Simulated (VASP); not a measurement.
Data:

```
CELL_PARAMETERS angstrom
      3.08433     0.00000     0.00000
      0.00000     3.08433     0.00000
      0.00000     0.00000     3.54563
ATOMIC_POSITIONS crystal
  Cu 0.00000 0.00000 0.00000
  Au 0.50000 0.50000 0.50000
```

All values below come from vdW-DF2, VASP's PBE PAW potentials (set 64) (plane waves; VASP). Numerical set-up: 520 eV cut-off, Gaussian smearing of 0.050 eV, potentials Cu Au.

Task: Give the energies of bands 1 to 14 at the high-symmetry points, in eV from the Fermi level.

Result: 
| band | Γ | X | M | Z | R | A |
|---|---|---|---|---|---|---|
| 1 | -8.40 | -5.69 | -5.88 | -6.28 | -5.88 | -5.27 |
| 2 | -5.39 | -4.61 | -5.00 | -5.03 | -5.46 | -4.93 |
| 3 | -5.30 | -4.36 | -4.74 | -4.61 | -4.17 | -4.93 |
| 4 | -3.70 | -3.95 | -4.74 | -3.61 | -4.00 | -2.97 |
| 5 | -3.70 | -3.75 | -2.16 | -3.61 | -3.10 | -2.85 |
| 6 | -3.20 | -3.13 | -1.99 | -2.89 | -2.28 | -2.85 |
| 7 | -2.34 | -2.64 | -1.84 | -2.77 | -2.15 | -2.76 |
| 8 | -1.98 | -2.55 | -1.79 | -2.63 | -1.85 | -2.15 |
| 9 | -1.68 | -2.31 | -1.40 | -2.27 | -1.51 | -1.98 |
| 10 | -1.55 | -2.12 | -1.40 | -2.27 | -1.50 | -1.79 |
| 11 | -1.55 | -1.25 | 0.53 | -2.03 | -0.23 | 3.89 |
| 12 | 4.16 | -1.05 | 0.53 | -1.92 | -0.20 | 3.99 |
| 13 | 7.94 | 10.24 | 3.02 | 12.79 | 1.84 | 5.30 |
| 14 | 7.94 | 10.51 | 4.76 | 12.79 | 3.67 | 5.30 |

It has no gap at this level: it comes out as a metal or semimetal.

The compound is CuAu in the L1_0 structure. It was relaxed first, which changed the volume by +17 %.
